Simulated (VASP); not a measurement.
Here is the system:

```
CELL_PARAMETERS angstrom
      6.83595     0.00000     0.00000
      0.00000     3.89980     0.00000
      0.00000     0.00000     8.15085
ATOMIC_POSITIONS crystal
  Zr 0.75626 0.25000 0.61936
  Zr 0.25626 0.25000 0.88064
  Zr 0.24374 0.75000 0.38064
  Zr 0.74374 0.75000 0.11936
  S  0.63913 0.25000 0.92443
  S  0.13913 0.25000 0.57557
  S  0.36087 0.75000 0.07557
  S  0.86087 0.75000 0.42443
  S  0.52501 0.25000 0.34367
  S  0.02501 0.25000 0.15633
  S  0.47499 0.75000 0.65633
  S  0.97499 0.75000 0.84367
```

Method: r2SCAN meta-GGA, VASP's PBE PAW potentials (set 64) (plane waves; VASP). Run with 400 eV cut-off, 4×6×3 Γ-centred mesh, tetrahedra with Blöchl corrections, potentials Zr_sv S.

Problem. Give the energies of bands 41 to 54 at the high-symmetry points, in eV from the valence-band maximum.

Solution. 
```json
[
 {"band": "41", "Γ": "-2.02", "X": "-1.59", "S": "-1.81", "Y": "-1.98", "Z": "-1.91", "U": "-1.65", "R": "-1.89", "T": "-2.05"},
 {"band": "42", "Γ": "-1.68", "X": "-1.59", "S": "-1.81", "Y": "-1.98", "Z": "-1.91", "U": "-1.65", "R": "-1.89", "T": "-2.05"},
 {"band": "43", "Γ": "-1.60", "X": "-1.03", "S": "-1.81", "Y": "-1.97", "Z": "-1.25", "U": "-1.28", "R": "-1.89", "T": "-1.33"},
 {"band": "44", "Γ": "-0.91", "X": "-1.03", "S": "-1.81", "Y": "-1.97", "Z": "-1.25", "U": "-1.28", "R": "-1.89", "T": "-1.33"},
 {"band": "45", "Γ": "-0.83", "X": "-1.00", "S": "-0.52", "Y": "-1.36", "Z": "-0.65", "U": "-0.98", "R": "-0.50", "T": "-1.07"},
 {"band": "46", "Γ": "-0.32", "X": "-1.00", "S": "-0.52", "Y": "-1.36", "Z": "-0.65", "U": "-0.98", "R": "-0.50", "T": "-1.07"},
 {"band": "47", "Γ": "-0.05", "X": "-0.40", "S": "-0.52", "Y": "-0.56", "Z": "-0.39", "U": "-0.70", "R": "-0.50", "T": "-0.69"},
 {"band": "48", "Γ": "0.00", "X": "-0.40", "S": "-0.52", "Y": "-0.56", "Z": "-0.39", "U": "-0.70", "R": "-0.50", "T": "-0.69"},
 {"band": "49", "Γ": "0.72", "X": "1.67", "S": "2.58", "Y": "2.20", "Z": "1.54", "U": "1.90", "R": "2.54", "T": "2.15"},
 {"band": "50", "Γ": "1.43", "X": "1.67", "S": "2.58", "Y": "2.20", "Z": "1.54", "U": "1.90", "R": "2.54", "T": "2.15"},
 {"band": "51", "Γ": "1.55", "X": "1.93", "S": "2.58", "Y": "2.68", "Z": "1.73", "U": "2.02", "R": "2.54", "T": "2.69"},
 {"band": "52", "Γ": "1.98", "X": "1.93", "S": "2.58", "Y": "2.68", "Z": "1.73", "U": "2.02", "R": "2.54", "T": "2.69"},
 {"band": "53", "Γ": "1.98", "X": "2.00", "S": "3.01", "Y": "2.89", "Z": "1.96", "U": "2.10", "R": "2.79", "T": "3.12"},
 {"band": "54", "Γ": "2.17", "X": "2.00", "S": "3.02", "Y": "2.89", "Z": "1.96", "U": "2.10", "R": "2.79", "T": "3.12"}
]
```

The gap is direct, 0.72 eV, from the valence maximum at Γ to the conduction minimum at Γ.

The structure was generated: ZrS2 was put into the cotunnite type (Pnma), which need not be its known phase. It was relaxed first.
